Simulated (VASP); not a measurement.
```
TaS2
1.0
    3.35444     0.00000     0.00000
   -1.67722     2.90503     0.00000
    0.00000     0.00000     6.11617
Ta S
1 2
Cartesian
  0.00000   0.00000   0.00000
  1.67722   0.96834   4.61330
  0.00000   1.93669   1.50287
```

Computed with PBE GGA, VASP's PBE PAW potentials (set 64) (plane waves; VASP 6.6.1). Run with 300 eV cut-off, 9×9×5 Γ-centred mesh, Fermi-Dirac smearing of 0.14 eV, potentials Ta_pv S.

Give the energies of bands 6 to 14 at the high-symmetry points, in eV from the Fermi level.

| band | Γ | M | K | A | L | H |
|---|---|---|---|---|---|---|
| 6 | -6.77 | -6.83 | -5.62 | -5.80 | -6.89 | -5.39 |
| 7 | -4.00 | -4.64 | -5.34 | -3.98 | -5.09 | -5.39 |
| 8 | -4.00 | -4.41 | -5.34 | -3.98 | -4.35 | -5.39 |
| 9 | -1.57 | -3.93 | -3.73 | -3.42 | -4.02 | -3.66 |
| 10 | -0.73 | -3.30 | -3.73 | -0.82 | -2.37 | -3.55 |
| 11 | -0.73 | -2.11 | -3.24 | -0.82 | -1.91 | -3.55 |
| 12 | 0.12 | -0.87 | 1.34 | 0.10 | -1.23 | 1.39 |
| 13 | 0.12 | 2.51 | 2.02 | 0.10 | 2.51 | 1.47 |
| 14 | 0.18 | 3.08 | 2.02 | 1.06 | 3.07 | 1.47 |

It has no gap at this level: it comes out as a metal or semimetal.

The structure comes from a computed database's TaS2 entry; how it stands against other phases isn't given here. The cell was not relaxed at this level. The electron count is odd and the run is not spin-polarised, which forces a metal.
